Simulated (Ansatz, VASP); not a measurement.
**RbMg2 in VASP and in Ansatz**

```
Rb Mg
1.0
     5.92330    0.00000    0.00000
    -2.96165    5.12973    0.00000
     0.00000    0.00000    3.64640
Rb Mg
1 2
Direct
  0.00000 0.00000 0.00000
  0.33333 0.66667 0.50000
  0.66667 0.33333 0.50000
```

Alike in both runs: functional PBE; k mesh 12 × 12 × 12; occupations gaussian, width 0.1 eV; no spin polarisation.

Ansatz relaxed the structure, and its values are those at the end. VASP's run is a single point on that final structure, the one shown.

```csv
,VASP,Ansatz
version,VASP 6.6.1,Ansatz 0.2.0
potentials or method,"VASP PAW PBE potentials, release 64 (Rb_sv, Mg)","scalar-relativistic, plane waves, PAW"
plane-wave cutoff (eV),520,420
valence electrons in the cell,13,29
```

|  | VASP | Ansatz | Ansatz less VASP |
| --- | --- | --- | --- |
| gap on the k mesh at the Fermi level (eV) | none | none | - |
| pressure (GPa) | 0.0 | 0.0 | +0.01 |

A gap of «none» marks a metal or a gap that the smearing closes. With one functional, cell and mesh, what is left measures potentials, basis and numerics. The two sets of potentials don't hold the same shells in valence.
